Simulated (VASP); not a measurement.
The system is LiY3.

```xyz
4
Lattice="-2.3672 2.3672 5.3266 2.3672 -2.3672 5.3266 2.3672 2.3672 -5.3266" Properties=species:S:1:pos:R:3 pbc="T T T"
Y     0.0000    0.0000    5.3266
Y     2.3672    0.0000    2.6633
Y     0.0000    2.3672    2.6633
Li    0.0000    0.0000    0.0000
```

The cell comes from a database or a generator and needn't be the stable form of this composition.

* Program: VASP 6.6.1
* Task: relaxation of cell and atoms
* Functional: PBEsol
* Potentials or basis: VASP PAW PBE potentials, release 64 (Y_sv, Li_sv)
* Cutoff: 600 eV
* k mesh: 6 × 6 × 6
* Occupations: fermi-dirac, width 0.05 eV
* Spin: no spin polarisation

At the start: pressure -1.6 GPa; volume 29.85 Å³/atom.

Question: Where does the relaxation end?

Answer: Over 8 steps the energy falls by 8.6 meV/atom and the volume is 28.28 Å³/atom (-5.3 %); space group I4/mmm (No. 139, to 0.05 Å).

The path:
```tsv
step	energy change (eV)	largest force (eV/Å)	pressure (GPa)	volume (Å³)
1	0.0000	0.0000	-1.58	119.39
2	-0.0305	0.0000	-0.29	114.38
3	-0.0317	0.0000	0.01	113.29
4	-0.0317	0.0000	0.04	113.17
5	-0.0324	0.0000	0.04	113.17
6	-0.0337	0.0000	0.04	113.15
7	-0.0341	0.0000	0.04	113.08
8	-0.0343	0.0000	0.03	113.11
```

Final structure:
```
CELL_PARAMETERS angstrom
-2.35173 2.35173 5.11286
2.35173 -2.35173 5.11286
2.35173 2.35173 -5.11286
ATOMIC_POSITIONS crystal
Y 0.50000 0.50000 0.00000
Y 0.25000 0.75000 0.50000
Y 0.75000 0.25000 0.50000
Li 0.00000 0.00000 0.00000
```

Caveat: the cutoff is under 1.25 times the usual one of these potentials, so pressure, stress and relaxed cells hold a basis-set (Pulay) error; the PAW data sets were made with another functional, which shifts forces and pressure a little.
